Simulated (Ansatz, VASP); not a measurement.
# Al (Aluminum) in two plane-wave programs

Aim: how closely do two programs agree when they are given the same cell, functional and k mesh? The cell is taken from a series of runs on this material, whose earlier steps may have relaxed, scaled, displaced or heated it; both programs get it as it stands.

Main program and level: Ansatz 0.2.0; plane waves, with VASP 6.6.1 beside it; elastic constants at LDA.

## 1. Starting point

The structure is cubic, space group Fm-3m (No. 225). The conventional cell has a = 3.961 Å, b = 3.961 Å, c = 3.961 Å, α = 90.00°, β = 90.00°, γ = 90.00°. Nearest to Al lie 12 Al at 2.80 Å.

## 2. Ansatz: elastic constants, LDA, pair 1

Ansatz runs on its default PAW (the set named soft_2) files.

Elastic constants are differences of stresses under small strains, so they test the stress and the mesh.

File input.yaml:

```yaml
crystal:
  lattice:
    - [0.0, 1.9805909102, 1.9805909102]
    - [1.9805909102, 0.0, 1.9805909102]
    - [1.9805909102, 1.9805909102, 0.0]
  atoms:
    - { symbol: Al, position: [0.0, 0.0, 0.0] }
kpoints:
  mp_grid: { grid: [1, 1, 1] }
hamiltonian:
  xc: lda
scf:
  occupations: { method: gaussian, width: 0.1 }
output:
  forces: true
  stress: true
  eigenvalues: true
elastic:
  mode: relaxed_ion
  stencil: two_point
```

On the command line:

```
$ ansatz run input.yaml --threads 4 --pin off --max-ram 8192MiB --backend cpu --events-out ev --progress --plain --runs-dir out
```

Numbers of over 12 decimals in the logs are rounded to 6 here.

The log of the run:

```text
Engine: ansatz 0.2.0, aarch64-unknown-linux-gnu
Pseudopotentials: kind: paw
Pseudopotential: Al, paw, valence charge 3, recommended cutoff 420 eV (normal), Al.paw.azcp
Functional definition: SPW92
  exchange = slater_x
  correlation = pw_c
Crystal: 1 atoms, lattice volume = 15.539 Å³
Basis set: ecut = 420 eV, 307 PW (Γ)
Bands: 6, of which v1, the nominal top of the filled ones, is band 2 counted from 1 (1 counted from 0)
Symmetry: 48 space group operations
Space group: Fm-3m (ITA 225), of the structure as read, at distance tolerance 2.5e-5 Å
k-points: 1
Non-local potential: Al, projectors of the file, l = 0: 2, l = 1: 2, l = 2: 1
PAW form: soft (Blöchl's): semilocal exchange-correlation on the pseudo side does not see the compensation charge
PAW frozen core: Al, regenerated for the run's functional, and the local potential with it (the file was generated under x = pbe(κ = 0.804, μ = 0.219515), c = pbe(β = 0.066725))
PAW one-centre angular grid: Al, 110 points (default); XC on 64 Gauss nodes
Initial density: superposition of atomic densities (neutral atoms: chi_scale 0, normalization atom), corrected by the library's trained network
Initial wavefunctions: pseudopotential atomic-orbital guess
Functional: x = slater, c = lda
SCF iter   1: F=—  HF=-509.514864 eV  |F-HF|=—  |Δ(HF+E_count)|=         —  Δρ=2.99e-2  dr2=8.92e-2  ethr=1.77e-3  ⟨swp⟩=4.0  Hψ=50  notcnv=0
preconditioner: auto → none  [insulator: Δε(μ)=24.291 eV  Ē_g=25.052 eV  σ=0.100 eV  W_gap=0.83  n_scr=0 (ndim 8)  ℏωp=16.3 eV  f_vac=0.000  D(μ)=21.20/eV (n_scr^D=964)  ε∞_Penn≈1.4]
SCF iter   2: F=—  HF=-509.523951 eV  |F-HF|=—  |Δ(HF+E_count)|=   9.09e-3  Δρ=1.50e-2  dr2=2.18e-2  ethr=1.77e-3  ⟨swp⟩=2.0  Hψ=16  notcnv=0
SCF iter   3: F=—  HF=-509.528556 eV  |F-HF|=—  |Δ(HF+E_count)|=   4.60e-3  Δρ=2.20e-4  dr2=2.98e-6  ethr=7.28e-4  ⟨swp⟩=2.0  Hψ=8  notcnv=0
SCF iter   4: F=—  HF=-509.528560 eV  |F-HF|=—  |Δ(HF+E_count)|=   4.14e-6  Δρ=2.99e-5  dr2=5.17e-8  ethr=9.94e-8  ⟨swp⟩=4.0  Hψ=12  notcnv=0
SCF iter   5: F=—  HF=-509.528562 eV  |F-HF|=—  |Δ(HF+E_count)|=   1.91e-6  Δρ=2.68e-6  dr2=3.84e-10  ethr=1.72e-9  ⟨swp⟩=3.0  Hψ=8  notcnv=0
SCF iter   6: F=—  HF=-509.528562 eV  |F-HF|=—  |Δ(HF+E_count)|=  5.84e-10  Δρ=3.29e-8  dr2=1.42e-13  ethr=1.28e-11  ⟨swp⟩=4.0  Hψ=9  notcnv=0
SCF iter   7: F=-509.528562 eV  HF=-509.528562 eV  |F-HF|=0.00e0  |Δ(HF+E_count)|=  2.27e-13  Δρ=4.61e-9  dr2=3.54e-15  ethr=1.00e-12  ⟨swp⟩=5.0  Hψ=23  notcnv=0
SCF 1 converged in 7 iterations: F = -509.528562 eV  dr2 = 3.54e-15
  greatest PAW one-centre occupation: 0.703 electrons in one spin orbital (limit 2), on the Al atom at site 0 (counted from 0), in its partial waves of l = 0
Crystal: 1 atoms, lattice volume = 15.508 Å³
Symmetry: 16 space group operations
Initial density: handed on by an earlier stage of this run
Initial wavefunctions: those handed on with the density
iter 1 solved again at ethr=6.33e-4 eV; its pass at ethr=3.10e-3 eV (dr2=1.90e-2 eV) is discarded
SCF iter   1: F=—  HF=-509.529673 eV  |F-HF|=—  |Δ(HF+E_count)|=         —  Δρ=1.28e-2  dr2=1.90e-2  ethr=6.33e-4  ⟨swp⟩=1.0  Hψ=54  notcnv=0
preconditioner: auto → none  [insulator: Δε(μ)=24.301 eV  Ē_g=25.105 eV  σ=0.100 eV  W_gap=0.81  n_scr=0 (ndim 8)  ℏωp=16.3 eV  f_vac=0.000  D(μ)=20.97/eV (n_scr^D=964)  ε∞_Penn≈1.4]
SCF iter   2: F=—  HF=-509.529460 eV  |F-HF|=—  |Δ(HF+E_count)|=   2.13e-4  Δρ=1.14e-2  dr2=1.53e-2  ethr=6.33e-4  ⟨swp⟩=1.0  Hψ=6  notcnv=0
[...]
SCF 2 converged in 9 iterations: F = -509.528815 eV  dr2 = 2.15e-16
  greatest PAW one-centre occupation: 0.704 electrons in one spin orbital (limit 2), on the Al atom at site 0 (counted from 0), in its partial waves of l = 0
Crystal: 1 atoms, lattice volume = 15.570 Å³
[...]
preconditioner: auto → none  [insulator: Δε(μ)=24.255 eV  Ē_g=25.041 eV  σ=0.100 eV  W_gap=0.82  n_scr=0 (ndim 8)  ℏωp=16.3 eV  f_vac=0.000  D(μ)=21.19/eV (n_scr^D=964)  ε∞_Penn≈1.4]
[...]
SCF 3 converged in 8 iterations: F = -509.528801 eV  dr2 = 1.05e-14
  greatest PAW one-centre occupation: 0.702 electrons in one spin orbital (limit 2), on the Al atom at site 0 (counted from 0), in its partial waves of l = 0
Symmetry: 8 space group operations
[...]
preconditioner: auto → none  [insulator: Δε(μ)=24.252 eV  Ē_g=25.067 eV  σ=0.100 eV  W_gap=0.72  n_scr=0 (ndim 8)  ℏωp=16.3 eV  f_vac=0.000  D(μ)=19.89/eV (n_scr^D=940)  ε∞_Penn≈1.4]
[...]
SCF 4 converged in 13 iterations: F = -509.555583 eV  dr2 = 3.86e-14
  greatest PAW one-centre occupation: 1.113 electrons in one spin orbital (limit 2), on the Al atom at site 0 (counted from 0), in its partial waves of l = 2
[...]
preconditioner: auto → none  [insulator: Δε(μ)=24.167 eV  Ē_g=25.065 eV  σ=0.100 eV  W_gap=0.53  n_scr=0 (ndim 8)  ℏωp=16.3 eV  f_vac=0.000  D(μ)=13.23/eV (n_scr^D=530)  ε∞_Penn≈1.4]
SCF iter   2: F=—  HF=-509.557998 eV  |F-HF|=—  |Δ(HF+E_count)|=   1.09e-2  Δρ=2.38e-2  dr2=6.24e-2  ethr=3.10e-3  ⟨swp⟩=1.0  Hψ=14  notcnv=0
SCF iter   3: F=—  HF=-509.555503 eV  |F-HF|=—  |Δ(HF+E_count)|=   2.49e-3  Δρ=2.57e-3  dr2=6.62e-4  ethr=2.08e-3  ⟨swp⟩=1.0  Hψ=6  notcnv=0
SCF iter   4: F=—  HF=-509.555625 eV  |F-HF|=—  |Δ(HF+E_count)|=   1.22e-4  Δρ=3.06e-3  dr2=1.03e-3  ethr=2.21e-5  ⟨swp⟩=1.0  Hψ=6  notcnv=0
SCF iter   5: F=—  HF=-509.555583 eV  |F-HF|=—  |Δ(HF+E_count)|=   4.19e-5  Δρ=2.14e-4  dr2=4.70e-6  ethr=2.21e-5  ⟨swp⟩=1.0  Hψ=6  notcnv=0
SCF iter   6: F=—  HF=-509.555583 eV  |F-HF|=—  |Δ(HF+E_count)|=   4.32e-7  Δρ=6.99e-5  dr2=5.12e-7  ethr=1.57e-7  ⟨swp⟩=1.0  Hψ=6  notcnv=0
SCF iter   7: F=—  HF=-509.555583 eV  |F-HF|=—  |Δ(HF+E_count)|=   6.33e-7  Δρ=5.93e-6  dr2=3.88e-9  ethr=1.71e-8  ⟨swp⟩=1.0  Hψ=6  notcnv=0
SCF iter   8: F=—  HF=-509.555583 eV  |F-HF|=—  |Δ(HF+E_count)|=  2.57e-10  Δρ=1.71e-7  dr2=3.62e-12  ethr=1.29e-10  ⟨swp⟩=2.0  Hψ=8  notcnv=0
SCF iter   9: F=—  HF=-509.555583 eV  |F-HF|=—  |Δ(HF+E_count)|=  2.50e-10  Δρ=1.02e-7  dr2=8.82e-13  ethr=1.21e-13 (applied; sched 1.00e-12)  ⟨swp⟩=3.0  Hψ=13  notcnv=0
SCF iter  10: F=—  HF=-509.555583 eV  |F-HF|=—  |Δ(HF+E_count)|=  1.71e-13  Δρ=2.90e-8  dr2=7.35e-14  ethr=1.00e-12  ⟨swp⟩=4.0  Hψ=20  notcnv=0
SCF iter  11: F=-509.555583 eV  HF=-509.555583 eV  |F-HF|=2.27e-13  |Δ(HF+E_count)|=  2.84e-13  Δρ=7.84e-9  dr2=4.99e-15  ethr=1.00e-12  ⟨swp⟩=4.0  Hψ=16  notcnv=0
SCF 5 converged in 11 iterations: F = -509.555583 eV  dr2 = 4.99e-15
SCF converged after 7 iterations
Free energy (F): -509.528562 eV
Harris-Foulkes:  -509.528562 eV  (|F-HF|=0.00e0)
Internal energy: -509.422559 eV  (E = F + TS)
E sigma→0 (E₀):  -509.475560 eV
Entropy (-TS):   -0.106003 eV (-106.003 meV/atom)
Fermi energy:    21.016139 eV
--- Per-component energies (eV) ---
  E_band       = 14.685962
  E_kinetic    = 30.297759
  E_local      = 9.036615  (includes V_loc(G=0)·N_el)
  E_nonlocal   = 8.311545
  E_hartree    = 0.197180
  E_xc         = -40.728896
  E_vxc        = -30.851123  (∫ρ·V_xc dr)
  E_paw        = -441.591693  (= ΣΔE_a)
  E_vpaw       = -2.503193  (= ΣTr[D̂ρ^β])
  E_aug_tail   = -0.000000  (compensation charges beyond the density's cutoff)
  E_ewald      = -75.000785
  E_core_change = 0.055717  (= ΣΔE_core)
  E_smearing   = -0.106003  (= −TS)
  E_closure    = -0.000000  (closes the sum)
  Σ components = -509.528562   (vs F -509.528562, Δ=0.00e0)
--- Forces (eV/Å), atoms counted from 1 ---
  atom   1  Al     0.00000000    -0.00000000     0.00000000
  max |Σ_I F_I| component: 1.18e-26 eV/Å
--- Stress (GPa, compression-positive) ---
       -0.003131       0.000000      -0.000000
        0.000000      -0.003131      -0.000000
        0.000000       0.000000      -0.003131
  P = ⅓ Tr σ = -0.0031 GPa (-0.031 kbar)
--- Band table (eV) ---
  k-point 0: bands = ["-3.1993", "21.0845", "21.0845", "21.0845", "23.0602", "23.0602"]
--- Elastic constants: 2 strain directions × 2 members + reference (group order 48) ---
  dense FFT box of the reference and of every strained cell: 20×20×20
  strains applied: 11, 23; error gains: componentwise 1.00 (the most a stress slope's error grows in a printed constant), spectral 1.73 (1 for all six strains in a standard setting)
  C = ∂σ_k/∂η_j (tension-positive GPa; Voigt order 11 22 33 23 13 12):
     -1268.737    789.346    789.346     -0.000      0.000     -0.000
       789.346  -1268.737    789.346     -0.000     -0.000      0.000
       789.346    789.346  -1268.737      0.000     -0.000     -0.000
         0.000     -0.000     -0.000 -59916.126      0.000     -0.000
        -0.000     -0.000      0.000     -0.000 -59916.126     -0.000
         0.000     -0.000      0.000      0.000      0.000 -59916.126
  reference stress σ⁰ (GPa):      0.003      0.003      0.003     -0.000      0.000     -0.000
  C* (energy form; C + prestress term) asymmetry max|C*_kj − C*_jk| = 4.547e-13 GPa — a small one proves nothing (zero by symmetry where the batch's group is 432, −43m or m−3m); a large one is finite-difference/SCF noise where every solve meets its electron count
  moduli (Voigt/Reuss/Hill, GPa): K = 103.32/103.32/103.32   G = -36361.29/-2507.99/-19434.64   E = 944.94   ν = -1.024
  mechanically stable: NO (min eigenvalue of sym C = -59916.13 GPa)
  strain η (Voigt 11):  stress-route row diagonal C_11 = -1268.74 GPa, energy-path curvature d²(F+E_count+ΔE)/dδ²/Ω₀ = -1267.96 GPa
         δ    σ_11 (GPa)             F (eV)   n_scf  n_hpsi   n_pw
    -2.000e-3       2.6077        -509.5288148       9     130    307   relax 0 steps, max|allowed force component| 0.00e0 eV/Å
     2.000e-3      -2.4672        -509.5288007       8     135    307   relax 0 steps, max|allowed force component| 0.00e0 eV/Å
  strain η (Voigt 23):  stress-route row diagonal C_44 = -59916.13 GPa, energy-path curvature d²(F+E_count+ΔE)/dδ²/Ω₀ = -139299.37 GPa
         δ    σ_23 (GPa)             F (eV)   n_scf  n_hpsi   n_pw
    -2.000e-3     119.8323        -509.5555828      13     172    307   relax 0 steps, max|allowed force component| 0.00e0 eV/Å
     2.000e-3    -119.8322        -509.5555828      11     154    307   relax 0 steps, max|allowed force component| 0.00e0 eV/Å
```

Reading the cycles: dr2 is the Hartree energy of the density residual (eV), the measure of convergence; HF is the Harris–Foulkes estimate of the energy, which meets the free energy F at convergence.

[end of part 1 of 3]

[Lines on the potential files, build, host, timing and source positions are cut from VASP's logs without a mark.]

[Logs are printed without paths, hosts, clocks, repeated set-up lines and the standing remarks that a program may print on its own settings, such as how far it seeks lower states.]

[Hosts, paths, dates, database ids (printed as entryN), source tags and the programs' standing remarks are cut or masked in the printed files.]
